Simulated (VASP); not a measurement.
OSZICAR of a VASP run on Nb (bcc):

File OSZICAR:
```
       N       E                     dE             d eps       ncg     rms          rms(c)
DAV:   1     0.115064411969E+03    0.11506E+03   -0.74453E+03  3324   0.129E+03
DAV:   2    -0.516399413663E+01   -0.12023E+03   -0.11742E+03  3524   0.444E+02
DAV:   3    -0.103326370801E+02   -0.51686E+01   -0.49361E+01  4926   0.778E+01
DAV:   4    -0.106078513656E+02   -0.27521E+00   -0.27270E+00  4470   0.167E+01
DAV:   5    -0.106224190605E+02   -0.14568E-01   -0.14555E-01  5238   0.294E+00    0.716E+00
DAV:   6    -0.102229853262E+02    0.39943E+00   -0.79543E-01  5100   0.118E+01    0.247E+00
DAV:   7    -0.101775574297E+02    0.45428E-01   -0.22981E-01  5156   0.625E+00    0.922E-01
DAV:   8    -0.101822134296E+02   -0.46560E-02   -0.11308E-02  3814   0.161E+00    0.525E-02
DAV:   9    -0.101822524529E+02   -0.39023E-04   -0.10399E-03  5722   0.356E-01    0.429E-02
DAV:  10    -0.101822665640E+02   -0.14111E-04   -0.27261E-05  4016   0.763E-02    0.151E-02
DAV:  11    -0.101822586516E+02    0.79124E-05   -0.52758E-06  3740   0.461E-02    0.255E-03
DAV:  12    -0.101822585615E+02    0.90046E-07   -0.12611E-07  2854   0.539E-03
   1 F= -.10182259E+02 E0= -.10182259E+02  d E =0.000000E+00
```

Q: Which electronic solver shows in the log?

A: It is blocked Davidson (ALGO = Normal, or the opening steps of other solvers). The INCAR had ALGO = Normal.

Q: Can the final energy be trusted as converged?

A: The calculation finished and met its thresholds. It stopped with EDIFF = 1E-7, NELM = 100 (PW91 GGA, plane waves, VASP's PBE PAW potentials (set 64)).

The compound is Nb in the bcc structure. It was relaxed first.
